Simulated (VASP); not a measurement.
Given:

```
CELL_PARAMETERS angstrom
      4.86832    -8.43217     0.00000
      4.86832     8.43217     0.00000
      0.00000     0.00000    10.55628
ATOMIC_POSITIONS crystal
  Ga 0.22204 0.11077 0.25076
  Ga 0.11019 0.22157 0.00266
  Ga 0.21582 0.09801 0.75966
  Ga 0.08804 0.21062 0.48644
  Ga 0.22197 0.44438 0.25064
  Ga 0.10994 0.55644 0.00368
  Ga 0.21571 0.45054 0.75956
  Ga 0.11086 0.55547 0.50069
  Ga 0.22265 0.77794 0.25070
  Ga 0.10988 0.88640 0.00371
  Ga 0.22172 0.77725 0.75120
  Ga 0.11097 0.88865 0.50071
  Ga 0.55748 0.10904 0.24324
  Ga 0.44477 0.22152 0.00280
  Ga 0.55555 0.11089 0.74980
  Ga 0.45603 0.21059 0.48651
  Ga 0.55541 0.44423 0.25067
  Ga 0.44481 0.55635 0.00274
  Ga 0.56825 0.45050 0.75969
  Ga 0.45575 0.57829 0.48646
  Ga 0.55744 0.78155 0.24327
  Ga 0.44335 0.88826 0.99716
  Ga 0.55546 0.77744 0.74984
  Ga 0.44296 0.88794 0.50041
  Ga 0.88499 0.10917 0.24327
  Ga 0.77830 0.22315 0.99721
  Ga 0.88896 0.11094 0.74976
  Ga 0.77834 0.22331 0.50033
  Ga 0.88842 0.44379 0.25066
  Ga 0.77976 0.55642 0.00377
  Ga 0.88898 0.44453 0.75128
  Ga 0.77784 0.55560 0.50075
  Ga 0.88844 0.77791 0.25068
  Ga 0.77823 0.88828 0.99722
  Ga 0.88901 0.77731 0.75137
  Ga 0.77835 0.88795 0.50047
  N  0.22476 0.11604 0.44276
  N  0.11065 0.22187 0.19105
  N  0.22170 0.10995 0.94363
  N  0.11556 0.22422 0.68458
  N  0.22451 0.44180 0.44262
  N  0.11097 0.55540 0.19139
  N  0.22169 0.44467 0.94362
  N  0.10958 0.55663 0.68845
  N  0.22234 0.77774 0.43903
  N  0.11096 0.88873 0.19143
  N  0.22100 0.77700 0.93867
  N  0.10957 0.88578 0.68850
  N  0.56160 0.10464 0.43142
  N  0.44452 0.22177 0.19112
  N  0.55486 0.11161 0.93688
  N  0.44221 0.22408 0.68465
  N  0.55022 0.44163 0.44281
  N  0.44452 0.55585 0.19114
  N  0.55629 0.44464 0.94368
  N  0.44208 0.55087 0.68462
  N  0.56167 0.78995 0.43148
  N  0.44284 0.88801 0.18453
  N  0.55487 0.77636 0.93690
  N  0.44418 0.88852 0.68812
  N  0.87643 0.10467 0.43147
  N  0.77843 0.22357 0.18453
  N  0.89019 0.11168 0.93683
  N  0.77785 0.22217 0.68809
  N  0.88853 0.44403 0.43902
  N  0.77742 0.55532 0.19150
  N  0.88935 0.44548 0.93873
  N  0.78047 0.55671 0.68855
  N  0.88864 0.77766 0.43898
  N  0.77841 0.88811 0.18456
  N  0.88933 0.77699 0.93881
  N  0.77783 0.88854 0.68818
  Mg 0.33339 0.33306 0.60058
```

These are HSE06 screened hybrid, VASP's PBE PAW potentials (set 64) (plane waves; VASP) values and carry that method's errors. Numerical set-up: PREC = Normal, LREAL = Auto, ISYM = 0, EDIFF = 1E-5, 400 eV cut-off, 1×1×1 Γ-centred mesh, Gaussian smearing of 0.050 eV, potentials Ga N Mg.

The supercell is sampled at Γ alone, which is coarse: total energies, pressure and levels can be off, energies of defects by several tenths of an eV.

What does the run give for the energy per atom (σ→0)?

```
Item                           Result
---------------------  --------------
energy per atom (σ→0)  -7.207 eV/atom
```

Total energies compare only between runs with the same potentials, cut-off and functional.

The cell is a supercell with a defect, built from GaN (wurtzite): Mg_i. The cell's shape comes from a PBE relaxation. The run is not spin-polarised, so no state with unpaired spins was tried.
